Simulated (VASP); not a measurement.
# GaGe (F-43m) in VASP: further runs

Aim: see how the results for GaGe move with the level of theory and the settings. Levels: PBE, r2SCAN. Tasks: RPA correlation energy, phonons, equation of state.

Program: VASP 6.6.1. These are calculated values, not measurements. Logs are shortened: lines on timing, memory, paths and dates and some standing lists are left out, and cuts for length are marked.

### Step 1. Starting point

It takes space group F-43m (No. 216, cubic). The conventional cell has a = 5.796 Å, b = 5.796 Å, c = 5.796 Å, α = 90.00°, β = 90.00°, γ = 90.00°. Around Ge (site symmetry -43m) lie 4 Ga at 2.51 Å. Ga (site symmetry -43m) has 4 Ge at 2.51 Å as nearest neighbours.

The cell comes from a database or a generator and needn't be the stable form of this composition.

### Step 2. RPA correlation energy, PBE (volume scaled by 0.96)

POSCAR

```
GaGe
1.0
    0.0000000000      2.8586791449      2.8586791449
    2.8586791449      0.0000000000      2.8586791449
    2.8586791449      2.8586791449      0.0000000000
Ge Ga
1 1
Direct
    0.0000000000      0.0000000000      0.0000000000
    0.2500000000      0.2500000000      0.2500000000
```

INCAR.step1

```
SYSTEM = GaGe
  PREC = Accurate
  ENCUT = 350
  EDIFF = 1E-8
  ISMEAR = 0
  SIGMA = 0.05
  LREAL = .FALSE.
  LASPH = .TRUE.
  NELM = 80
  ALGO = Normal
  LWAVE = .TRUE.
  LCHARG = .FALSE.
  GGA = PE
```

INCAR.step2

```
SYSTEM = GaGe
  PREC = Accurate
  ENCUT = 350
  EDIFF = 1E-8
  ISMEAR = 0
  SIGMA = 0.05
  LREAL = .FALSE.
  LASPH = .TRUE.
  NELM = 1
  ALGO = EIGENVAL
  LWAVE = .FALSE.
  LCHARG = .FALSE.
  GGA = PE
  LHFCALC = .TRUE.
  AEXX = 1.0
  ALDAC = 0.0
  AGGAC = 0.0
  ISTART = 1
  PRECFOCK = Fast
```

INCAR.step3

```
SYSTEM = GaGe
  PREC = Accurate
  ENCUT = 350
  EDIFF = 1E-8
  ISMEAR = 0
  SIGMA = 0.05
  LREAL = .FALSE.
  LASPH = .TRUE.
  NELM = 1
  ALGO = Exact
  LWAVE = .TRUE.
  LCHARG = .FALSE.
  GGA = PE
  NBANDS = 725
  LOPTICS = .TRUE.
  ISTART = 1
```

INCAR.step4

```
SYSTEM = GaGe
  PREC = Accurate
  ENCUT = 350
  EDIFF = 1E-8
  ISMEAR = 0
  SIGMA = 0.05
  LREAL = .FALSE.
  LASPH = .TRUE.
  NELM = 80
  ALGO = ACFDT
  LWAVE = .FALSE.
  LCHARG = .FALSE.
  GGA = PE
  NBANDS = 725
  ENCUTGW = 200
  NOMEGA = 12
  ISTART = 1
  PRECFOCK = Fast
```

KPOINTS

```
Automatic mesh
0
G
  4 4 4
  0 0 0
```

Potentials or basis: VASP PAW PBE potentials, release 64 (Ge_d_GW, Ga_d_GW).

Run with:

```sh
cat potpaw_PBE.64/Ge_d_GW/POTCAR potpaw_PBE.64/Ga_d_GW/POTCAR > POTCAR
cp INCAR.step1 INCAR
mpirun -np 1 vasp_std > vasp.out
cp INCAR.step2 INCAR
mpirun -np 1 vasp_std > vasp.out
cp INCAR.step3 INCAR
mpirun -np 1 vasp_std > vasp.out
cp INCAR.step4 INCAR
mpirun -np 1 vasp_std > vasp.out
```

OUTCAR:

```text
SYSTEM = GaGe
   PREC = Accurate
   ENCUT = 350
   EDIFF = 1E-8
   ISMEAR = 0
   LREAL = .FALSE.
   LASPH = .TRUE.
   NELM = 80
   GGA = PE
   ENCUTGW = 200
   ISTART = 1
   PRECFOCK = Fast

 ion  position               nearest neighbor table
   1  0.000  0.000  0.000-   2 2.48   2 2.48   2 2.48   2 2.48
   2  0.250  0.250  0.250-   1 2.48   1 2.48   1 2.48   1 2.48

  LATTYP: Found a face centered cubic cell.
 ALAT       =     5.7173582898

  Lattice vectors:

 A1 = (   0.0000000000,   2.8586791449,   2.8586791449)
 A2 = (   2.8586791449,   0.0000000000,   2.8586791449)
 A3 = (   2.8586791449,   2.8586791449,   0.0000000000)

Analysis of symmetry for initial positions (statically):
=====================================================================
 Subroutine PRICEL returns:
 Original cell was already a primitive cell.

 Routine SETGRP: Setting up the symmetry group for a
 face centered cubic supercell.

 Subroutine GETGRP returns: Found 24 space group operations
 (whereof 24 operations were pure point group operations)
 out of a pool of 48 trial point group operations.

The static configuration has the point symmetry T_d .

Analysis of symmetry for dynamics (positions and initial velocities):
=====================================================================
 Subroutine PRICEL returns:
 Original cell was already a primitive cell.

 Routine SETGRP: Setting up the symmetry group for a
 face centered cubic supercell.

 Subroutine GETGRP returns: Found 24 space group operations
 (whereof 24 operations were pure point group operations)
 out of a pool of 48 trial point group operations.

The dynamic configuration has the point symmetry T_d .

 Subroutine INISYM returns: Found 24 space group operations
 (whereof 24 operations are pure point group operations),
 and found     1 'primitive' translations

----------------------------------------------------------------------------------------

                                     Primitive cell

  volume of cell :      46.7225

  direct lattice vectors                    reciprocal lattice vectors
     0.000000000  2.858679145  2.858679145    -0.174905953  0.174905953  0.174905953
     2.858679145  0.000000000  2.858679145     0.174905953 -0.174905953  0.174905953
     2.858679145  2.858679145  0.000000000     0.174905953  0.174905953 -0.174905953

  length of vectors
     4.042782817  4.042782817  4.042782817     0.302945997  0.302945997  0.302945997

  position of ions in fractional coordinates (direct lattice)
     0.000000000  0.000000000  0.000000000
     0.250000000  0.250000000  0.250000000

  ion indices of the primitive-cell ions
   primitive index   ion index
                 1           1
                 2           2

----------------------------------------------------------------------------------------

 KPOINTS: Automatic mesh

Automatic generation of k-mesh.
 Grid dimensions read from file:
 generate k-points for:    4    4    4

 Generating k-lattice:

  Cartesian coordinates                     Fractional coordinates (reciprocal lattice)
    -0.043726488  0.043726488  0.043726488     0.250000000  0.000000000  0.000000000
     0.043726488 -0.043726488  0.043726488     0.000000000  0.250000000  0.000000000
     0.043726488  0.043726488 -0.043726488     0.000000000  0.000000000  0.250000000

  Length of vectors
     0.075736499  0.075736499  0.075736499

  Shift w.r.t. Gamma in fractional coordinates (k-lattice)
     0.000000000  0.000000000  0.000000000

 Subroutine IBZKPT returns following result:
 ===========================================

 Found      8 irreducible k-points:

 Following reciprocal coordinates:
            Coordinates               Weight
  0.000000  0.000000  0.000000      1.000000
  0.250000  0.000000  0.000000      8.000000
  0.500000  0.000000  0.000000      4.000000
  0.250000  0.250000  0.000000      6.000000
  0.500000  0.250000  0.000000     24.000000
 -0.250000  0.250000  0.000000     12.000000
  0.500000  0.500000  0.000000      3.000000
 -0.250000  0.500000  0.250000      6.000000
   k-points           NKPTS =      8   k-points in BZ     NKDIM =     64   number of bands    NBANDS=    725
   number of dos      NEDOS =    301   number of ions     NIONS =      2
   total plane-waves  NPLWV =  21952
   dimension x,y,z NGX =    28 NGY =   28 NGZ =   28
   dimension x,y,z NGXF=    56 NGYF=   56 NGZF=   56
   ions per type =               1   1
   NGX,Y,Z   is equivalent  to a cutoff of  11.51, 11.51, 11.51 a.u.
   NGXF,Y,Z  is equivalent  to a cutoff of  23.03, 23.03, 23.03 a.u.
 SYSTEM =  GaGe
   PREC   = accura    normal or accurate (medium, high low for compatibility)
   ISTART =      1    job   : 0-new  1-cont  2-samecut
   ICHARG =      0    charge: 1-file 2-atom 10-const
   ISPIN  =      1    spin polarized calculation?
   LNONCOLLINEAR =      F non collinear calculations
   LSORBIT =      F    spin-orbit coupling
   LASPH  =      T    aspherical Exc in radial PAW
   ENCUT  =  350.0 eV  25.72 Ry    5.07 a.u.   6.17  6.17  6.17*2*pi/ulx,y,z
   NELM   =     80;   NELMIN=  2; NELMDL=  0     # of ELM steps
   EDIFF  = 0.1E-07   stopping-criterion for ELM
   LREAL  =      F    real-space projection
   EDIFFG = 0.1E-06   stopping-criterion for IOM
   NSW    =      0    number of steps for IOM
   IBRION =     -1    ionic relax: 0-MD 1-quasi-New 2-CG
   NFREE  =      0    steps in history (QN), initial steepest desc. (CG)
   ISIF   =      0    stress and relaxation
   ISYM   =      3    0-nonsym 1-usesym 2-fastsym
   POTIM  = 0.5000    time-step for ionic-motion
   TEBEG  =    0.0;   TEEND  =   0.0 temperature during run
   PSTRESS=    0.0 pullay stress
   NELECT =      27.0000    total number of electrons
   NUPDOWN=      -1.0000    fix difference up-down
   EMIN   =  10.00;   EMAX   =-10.00  energy-range for DOS
   EFERMI =   0.00;   METHOD = LEGACY
   ISMEAR =     0;   SIGMA  =   0.05  broadening in eV -4-tet -1-fermi 0-gaus
   EFERMI_NEDOS =   21; number of points for ismear=-14 and -15
   IALGO  =     38    algorithm
   IMIX   =      4    mixing-type and parameters
     AMIX     =   0.40;   BMIX     =  1.00
     AMIX_MAG =   1.60;   BMIX_MAG =  1.00
  volume/ion in A,a.u.               =      23.36       157.65
  Fermi-wavevector in a.u.,A,eV,Ry     =   1.363601  2.576832 25.298781  1.859408
  Thomas-Fermi vector in A             =   2.489990
   LORBIT       =      0    0 simple, 1 ext, 2 COOP (PROOUT), +10 PAW based schemes
   GGA     = PE    functional components
   LHFCALC =     T    Hartree Fock is set to
   PRECFOCK=fast      Normal, Fast or Accurate (Low or Medium for compatibility)
   ENCUT4O =  -1.0   cutoff for four orbital integrals eV
   NKREDX  =     1    reduce k-point grid by
   NKREDY  =     1    reduce k-point grid by
   NKREDZ  =     1    reduce k-point grid by
   AEXX    =    1.0000 exact exchange contribution
   HFSCREEN=    0.0000 screening length (either q_TF or 0.3 A-1)
   HFSCREENC=   0.0000 screening length for correlation (either q_TF or 0.3 A-1)
   ENCUTFOCK=  -1.0 apply spherical cutoff to Coloumb kernel
   IVDW    =     0    specifies the selected vdW correction
   LEPSILON=     F    determine dielectric tensor
   LRPA    =     F    only Hartree local field effects (RPA)
   LRPAFORCE           =     F    calculate RPA forces
   ENCUTGW             = 200.0    cutoff for response function in eV
   ENCUTGWSOFT         = 160.0    soft cutoff for Coulomb kernel in GW response function in eV
   ENCUTLF             =  -1.0    cutoff for local field effects
   NELMGW              =     1    number of iterations in solving QP/BSE equation
   NELMHF              =     1    number of iterations in the inner HF iteration
   NKREDLFX            =     1    NKREDLFY  =   1   NKREDLFZ  =   1
 non-spin polarized calculation
 Gauss-broadening in eV      SIGMA  =   0.05
  energy-cutoff  :      350.00
  volume of cell :       46.72
 maximum number of plane-waves:       725
 NGX is ok and might be reduce to    28
  NGX = 14; NGY = 14; NGZ = 14
   NGX = 13   NGY = 13   NGZ = 13
 maximum number of plane-waves:       308

      cutoff energy     smooth cutoff   RPA   correlation   Hartree contr. to MP2
---------------------------------------------------------------------------------
            200.000           160.000      -19.4850617680      -34.3064631344
            190.476           152.381      -19.2515829641      -33.9238754099
            181.406           145.125      -19.0028721466      -33.5183681423
            172.768           138.214      -18.7397109087      -33.0920082014
            164.541           131.632      -18.4668583864      -32.6530925182
            156.705           125.364      -18.1804061459      -32.1960385475
            149.243           119.394      -17.8876087391      -31.7333477973
            142.136           113.709      -17.5880311806      -31.2643933553
  linear regression
  converged value                          -22.3031341928      -38.8151616102
```

Wall time 21 min (1 thread of AMD EPYC 9R45 (Zen 5), shared host); peak memory 0.72 GiB.

The run converged, but a check on its numbers failed (symmetry, net force, bounds or a known fault of this set-up), so they aren't taken as properties of the crystal.

Caveat: the k mesh is coarse (spacing up to 0.48 Å⁻¹), so the values aren't converged; the cutoff lies under the usual one of these potentials, so the numbers hold a large basis-set error; the ground state has no gap, which makes the many-body step unreliable.

### Step 3. Phonons, PBE

POSCAR

```
GaGe
1.0
    0.0000000000      2.8978440000      2.8978440000
    2.8978440000      0.0000000000      2.8978440000
    2.8978440000      2.8978440000      0.0000000000
Ge Ga
1 1
Direct
    0.0000000000      0.0000000000      0.0000000000
    0.2500000000      0.2500000000      0.2500000000
```

INCAR.step1

```
SYSTEM = GaGe
  PREC = Accurate
  ENCUT = 600
  EDIFF = 1E-8
  ISMEAR = -1
  SIGMA = 0.05
  LREAL = .False.
  LASPH = .True.
  NELM = 100
  ALGO = Normal
  ISIF = 3
  LWAVE = .False.
  LCHARG = .False.
  GGA = PE
  IBRION = 2
  NSW = 40
  EDIFFG = -0.002
  KPAR = 2
```

INCAR.step2

```
SYSTEM = GaGe
  PREC = Accurate
  ENCUT = 600
  EDIFF = 1E-8
  ISMEAR = -1
  SIGMA = 0.05
  LREAL = .False.
  LASPH = .True.
  NELM = 100
  ALGO = Normal
  ISIF = 2
  LWAVE = .False.
  LCHARG = .False.
  GGA = PE
  IBRION = 6
  NFREE = 2
  POTIM = 0.015
  NSW = 1
  KPAR = 2
```

KPOINTS

```
regular mesh
0
Gamma
  8 8 8
  0 0 0
```

Potentials or basis: VASP PAW PBE potentials, release 64 (Ge_d, Ga_d).

Run with:

```sh
cat potpaw_PBE.64/Ge_d/POTCAR potpaw_PBE.64/Ga_d/POTCAR > POTCAR
cp INCAR.step1 INCAR
mpirun -np 2 vasp_std > vasp.out
cp CONTCAR POSCAR
cp INCAR.step2 INCAR
mpirun -np 2 vasp_std > vasp.out
```

OUTCAR:

```text
SYSTEM = GaGe
   PREC = Accurate
   ENCUT = 600
   EDIFF = 1E-8
   ISMEAR = -1
   LREAL = .False.
   LASPH = .True.
   NELM = 100
   ISIF = 2
   GGA = PE
   IBRION = 6
   NFREE = 2
   POTIM = 0.015
   NSW = 1

 ion  position               nearest neighbor table
   1  0.000  0.000  0.000-   2 2.51   2 2.51   2 2.51   2 2.51
   2  0.250  0.250  0.250-   1 2.51   1 2.51   1 2.51   1 2.51

  LATTYP: Found a face centered cubic cell.
 ALAT       =     5.8066004862

  Lattice vectors:
[... 826 lines left out ...]

  FORCE on cell =-STRESS in cart. coord.  units (eV):
  Direction    XX          YY          ZZ          XY          YZ          ZX
  --------------------------------------------------------------------------------------
  -------------------------------------------------------------------------------------
  Total       -0.0030288      0.0033214      0.0033214      0.0000000      0.1225436      0.0000000
  in kB       -0.0991468      0.1087236      0.1087236      0.0000000      4.0113931      0.0000000
  external PRESSURE =       0.0394335 kB  Pullay stress =       0.0000000 kB
[... 17 lines left out ...]
  FREE ENERGIE OF THE ION-ELECTRON SYSTEM (eV)
  ---------------------------------------------------
  free  energy   TOTEN  =        -7.0989277353 eV

  energy  without entropy=       -7.0904158307  energy(sigma->0) =       -7.09467178

 INTERNAL STRAIN TENSORS FROM DISPLACED ATOMS
 ============================================

 INTERNAL STRAIN TENSOR FOR ION    1 for displacements in x,y,z  (eV/Angst):
          X           Y           Z          XY          YZ          ZX
  --------------------------------------------------------------------------------
  x     0.00000     0.00000     0.00000     0.00000     8.14001    -0.00000
  y     0.00000     0.00000     0.00000     0.00000     0.00000     8.14001
  z     0.00000     0.00000     0.00000     8.14001    -0.00000     0.00000

 INTERNAL STRAIN TENSOR FOR ION    2 for displacements in x,y,z  (eV/Angst):
          X           Y           Z          XY          YZ          ZX
  --------------------------------------------------------------------------------
  x     0.00000     0.00000     0.00000     0.00000    -8.15473     0.00000
  y     0.00000    -0.00000     0.00000     0.00000     0.00000    -8.15473
  z     0.00000     0.00000     0.00000    -8.15473     0.00000     0.00000

 Eigenvectors and eigenvalues of the dynamical matrix
 ----------------------------------------------------

   1 f  =    5.801062 THz    36.449145 2PiTHz  193.502587 cm-1    23.991252 meV
             X         Y         Z           dx          dy          dz
      0.000000  0.000000  0.000000     0.000000    0.000000   -0.700181
      1.451650  1.451650  1.451650     0.000000    0.000000    0.713965
[... 21 lines left out ...]
   6 f/i=    0.002293 THz     0.014410 2PiTHz    0.076500 cm-1     0.009485 meV
             X         Y         Z           dx          dy          dz
      0.000000  0.000000  0.000000    -0.010686    0.339867    0.627792
      1.451650  1.451650  1.451650    -0.010479    0.333305    0.615672

 ELASTIC MODULI CONTR FROM IONIC RELAXATION (kBar)
 Direction    XX          YY          ZZ          XY          YZ          ZX
 --------------------------------------------------------------------------------
 XX          -0.0000      0.0000      0.0000      0.0000      0.0000     -0.0000
 YY           0.0000     -0.0000      0.0000     -0.0000     -0.0000     -0.0000
 ZZ           0.0000      0.0000     -0.0000      0.0000     -0.0000      0.0000
 XY           0.0000     -0.0000      0.0000   -443.6619      0.0000     -0.0000
 YZ           0.0000     -0.0000     -0.0000      0.0000   -443.6619      0.0000
 ZX          -0.0000     -0.0000      0.0000     -0.0000      0.0000   -443.6619
 --------------------------------------------------------------------------------
```

Run time: 3.6 min. Hardware: 2 MPI ranks of Intel Xeon Platinum 8175M at 2.50GHz (Skylake/Cascade Lake), shared host; peak memory 0.33 GiB.

Results:

- Relaxed volume: 24.47 Å³/atom
- Relaxed cell: a = 4.106 Å, b = 4.106 Å, c = 4.106 Å, α = 60.00°, β = 60.00°, γ = 60.00°
- Space group after relaxing (to 0.05 Å): F-43m (No. 216)
- Highest phonon frequency at Γ, LO-TO splitting left out: 194 cm⁻¹

Step by step:
```
step  energy change (eV)  largest force (eV/Å)  pressure (GPa)  volume (Å³)
   1              0.0000                0.0000            0.27        48.67
   2             -0.0002                0.0000           -0.02        48.96
   3             -0.0002                0.0000            0.00        48.94
```

Final structure:
```xyz
2
Lattice="0.0000 2.9033 2.9033 2.9033 0.0000 2.9033 2.9033 2.9033 0.0000" Properties=species:S:1:pos:R:3 pbc="T T T"
Ge    0.0000    0.0000    0.0000
Ga    1.4517    1.4517    1.4517
```

Phonon frequencies in cm⁻¹ (negative: imaginary):
```tsv
q point	frequencies
(0.000, 0.000, 0.000)	0 0 0 194 194 194
```

(Part 1 of 2 ends here.)
